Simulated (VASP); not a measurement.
A convergence study with VASP on BN (zinc blende): one setting is varied, all else stays as given below, so the limit is that of these other settings.

```xyz
2
Lattice="0.0000 1.8075 1.8075 1.8075 0.0000 1.8075 1.8075 1.8075 0.0000" Properties=species:S:1:pos:R:3 pbc="T T T"
B      0.0000     0.0000     0.0000
N      0.9038     0.9038     0.9038
```

The numbers are results of PBEsol GGA, VASP's PBE PAW potentials (set 64) (plane waves; VASP), not measurements. The tightest run used: 700 eV cut-off, 22×22×22 Γ-centred mesh, tetrahedra with Blöchl corrections, potentials B N.

Gaps are read on the run's mesh, which can miss a band edge.

The settings run are 3×3×3 mesh; 4×4×4 mesh; 5×5×5 mesh; 6×6×6 mesh; 7×7×7 mesh; 8×8×8 mesh; 9×9×9 mesh; 10×10×10 mesh; 11×11×11 mesh; 12×12×12 mesh; 13×13×13 mesh; 14×14×14 mesh; 15×15×15 mesh; 16×16×16 mesh; 17×17×17 mesh; 18×18×18 mesh; 19×19×19 mesh; 20×20×20 mesh; 21×21×21 mesh; 22×22×22 mesh. From which on does the stress (every component) stay within 0.2 GPa of the tightest run?

From 5×5×5 mesh on: it is off by 0.16 there and by no more than 0.2 in any finer run, while 4×4×4 mesh is off by 0.69.
```json
[
 {"setting": "3×3×3 mesh", "E (eV/atom)": "-8.9857", "pressure (GPa)": "0.81", "gap on the mesh (eV)": "5.445", "irreducible k-points": "4", "difference judged (GPa)": "3.43"},
 {"setting": "4×4×4 mesh", "E (eV/atom)": "-9.1387", "pressure (GPa)": "-1.93", "gap on the mesh (eV)": "4.249", "irreducible k-points": "8", "difference judged (GPa)": "0.69"},
 {"setting": "5×5×5 mesh", "E (eV/atom)": "-9.1686", "pressure (GPa)": "-2.46", "gap on the mesh (eV)": "4.766", "irreducible k-points": "10", "difference judged (GPa)": "0.16"},
 {"setting": "6×6×6 mesh", "E (eV/atom)": "-9.1751", "pressure (GPa)": "-2.58", "gap on the mesh (eV)": "4.274", "irreducible k-points": "16", "difference judged (GPa)": "0.04"},
 {"setting": "7×7×7 mesh", "E (eV/atom)": "-9.1767", "pressure (GPa)": "-2.61", "gap on the mesh (eV)": "4.535", "irreducible k-points": "20", "difference judged (GPa)": "0.01"},
 {"setting": "8×8×8 mesh", "E (eV/atom)": "-9.1771", "pressure (GPa)": "-2.62", "gap on the mesh (eV)": "4.276", "irreducible k-points": "29", "difference judged (GPa)": "0.00"},
 {"setting": "9×9×9 mesh", "E (eV/atom)": "-9.1772", "pressure (GPa)": "-2.62", "gap on the mesh (eV)": "4.434", "irreducible k-points": "35", "difference judged (GPa)": "0.00"},
 {"setting": "10×10×10 mesh", "E (eV/atom)": "-9.1772", "pressure (GPa)": "-2.62", "gap on the mesh (eV)": "4.276", "irreducible k-points": "47", "difference judged (GPa)": "0.00"},
 {"setting": "11×11×11 mesh", "E (eV/atom)": "-9.1773", "pressure (GPa)": "-2.62", "gap on the mesh (eV)": "4.382", "irreducible k-points": "56", "difference judged (GPa)": "0.00"},
 {"setting": "12×12×12 mesh", "E (eV/atom)": "-9.1773", "pressure (GPa)": "-2.62", "gap on the mesh (eV)": "4.276", "irreducible k-points": "72", "difference judged (GPa)": "0.00"},
 {"setting": "13×13×13 mesh", "E (eV/atom)": "-9.1773", "pressure (GPa)": "-2.62", "gap on the mesh (eV)": "4.352", "irreducible k-points": "84", "difference judged (GPa)": "0.00"},
 {"setting": "14×14×14 mesh", "E (eV/atom)": "-9.1773", "pressure (GPa)": "-2.62", "gap on the mesh (eV)": "4.276", "irreducible k-points": "104", "difference judged (GPa)": "0.00"},
 {"setting": "15×15×15 mesh", "E (eV/atom)": "-9.1773", "pressure (GPa)": "-2.62", "gap on the mesh (eV)": "4.334", "irreducible k-points": "120", "difference judged (GPa)": "0.00"},
 {"setting": "16×16×16 mesh", "E (eV/atom)": "-9.1773", "pressure (GPa)": "-2.62", "gap on the mesh (eV)": "4.276", "irreducible k-points": "145", "difference judged (GPa)": "0.00"},
 {"setting": "17×17×17 mesh", "E (eV/atom)": "-9.1773", "pressure (GPa)": "-2.62", "gap on the mesh (eV)": "4.321", "irreducible k-points": "165", "difference judged (GPa)": "0.00"},
 {"setting": "18×18×18 mesh", "E (eV/atom)": "-9.1773", "pressure (GPa)": "-2.62", "gap on the mesh (eV)": "4.276", "irreducible k-points": "195", "difference judged (GPa)": "0.00"},
 {"setting": "19×19×19 mesh", "E (eV/atom)": "-9.1773", "pressure (GPa)": "-2.62", "gap on the mesh (eV)": "4.312", "irreducible k-points": "220", "difference judged (GPa)": "0.00"},
 {"setting": "20×20×20 mesh", "E (eV/atom)": "-9.1773", "pressure (GPa)": "-2.62", "gap on the mesh (eV)": "4.276", "irreducible k-points": "256", "difference judged (GPa)": "0.00"},
 {"setting": "21×21×21 mesh", "E (eV/atom)": "-9.1773", "pressure (GPa)": "-2.62", "gap on the mesh (eV)": "4.306", "irreducible k-points": "286", "difference judged (GPa)": "0.00"},
 {"setting": "22×22×22 mesh", "E (eV/atom)": "-9.1773", "pressure (GPa)": "-2.62", "gap on the mesh (eV)": "4.276", "irreducible k-points": "328", "difference judged (GPa)": "0.00"}
]
```

Left out are rungs that failed or repeat a setting and relaxations that didn't move; long series are thinned to 24 rows.

The compound is BN in the zinc blende structure. The cell was not relaxed at this level.
